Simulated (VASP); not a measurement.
```xyz
5
Lattice="-2.0404 2.0404 3.9017 2.0404 -2.0404 3.9017 2.0404 2.0404 -3.9017" Properties=species:S:1:pos:R:3 pbc="T T T"
Sn     0.0000     0.0000     0.0000
F      0.0000     0.0000     5.9046
F      0.0000     0.0000     1.8988
F      0.0000     2.0404     0.0000
F      2.0404     0.0000     0.0000
```

All values below come from r2SCAN meta-GGA with spin-orbit coupling, VASP's PBE PAW potentials (set 64) (plane waves; VASP). Numerical set-up: 520 eV cut-off, 7×7×7 Γ-centred mesh, Gaussian smearing of 0.050 eV, potentials Sn_d F.

Q: Give the energies of bands 31 to 44 at the high-symmetry points, in eV from the valence-band maximum.

A: 
| band | Γ | X | P | N | M | S | R |
|---|---|---|---|---|---|---|---|
| 31 | -2.07 | -1.77 | -1.46 | -1.66 | -2.08 | -1.76 | -1.81 |
| 32 | -2.07 | -1.77 | -1.46 | -1.66 | -2.08 | -1.76 | -1.81 |
| 33 | -1.22 | -1.46 | -1.07 | -1.22 | -1.94 | -1.33 | -1.35 |
| 34 | -1.22 | -1.46 | -1.07 | -1.22 | -1.94 | -1.33 | -1.35 |
| 35 | -1.17 | -0.88 | -1.05 | -0.76 | -1.00 | -1.00 | -1.09 |
| 36 | -1.17 | -0.88 | -1.05 | -0.76 | -1.00 | -1.00 | -1.09 |
| 37 | -1.17 | -0.58 | -1.03 | -0.72 | -0.97 | -0.79 | -0.55 |
| 38 | -1.17 | -0.58 | -1.03 | -0.72 | -0.97 | -0.79 | -0.55 |
| 39 | -0.23 | -0.24 | -0.10 | -0.59 | -0.17 | -0.47 | -0.37 |
| 40 | -0.23 | -0.24 | -0.10 | -0.59 | -0.17 | -0.47 | -0.37 |
| 41 | -0.19 | 0.00 | -0.09 | -0.48 | -0.12 | -0.22 | -0.03 |
| 42 | -0.19 | 0.00 | -0.09 | -0.48 | -0.12 | -0.22 | -0.03 |
| 43 | 4.05 | 8.59 | 8.59 | 6.76 | 5.26 | 6.46 | 7.51 |
| 44 | 4.05 | 8.59 | 8.59 | 6.76 | 5.26 | 6.46 | 7.51 |

The gap is indirect, 4.05 eV, from the valence maximum at X to the conduction minimum at Γ.

The structure comes from a computed database's SnF4 entry (I4/mmm); how it stands against other phases isn't given here. It was relaxed first.
